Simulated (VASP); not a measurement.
Given:

```
AlNb
1.0
    0.00000     2.97257     2.97257
    2.97257     0.00000     2.97257
    2.97257     2.97257     0.00000
Nb Al
1 1
Direct
  0.00000   0.00000   0.00000
  0.25000   0.25000   0.25000
```

Calculation: PBE GGA, VASP's PBE PAW potentials (set 64) (plane waves; VASP 6.6.1). Settings: 400 eV cut-off, Gaussian smearing of 0.050 eV, potentials Nb_sv Al.

Problem. Give the energies of bands 5 to 11 at the high-symmetry points, in eV from the Fermi level.

Solution. 
| band | Γ | X | U | L | W |
|---|---|---|---|---|---|
| 5 | -6.49 | -3.97 | -4.05 | -4.71 | -3.98 |
| 6 | -1.25 | -2.63 | -2.13 | -1.98 | -1.87 |
| 7 | -1.25 | -0.35 | -0.74 | -0.98 | -0.95 |
| 8 | -1.25 | 0.32 | -0.09 | -0.98 | -0.63 |
| 9 | 0.46 | 0.32 | 0.02 | 0.86 | 0.66 |
| 10 | 0.46 | 1.20 | 0.70 | 0.86 | 0.81 |
| 11 | 6.60 | 1.58 | 1.59 | 1.28 | 1.37 |

It has no gap at this level: it comes out as a metal or semimetal.

The structure was generated: NbAl was put into the zinc blende type (F-43m), which need not be its known phase. It was relaxed first, which changed the volume by -26 %.
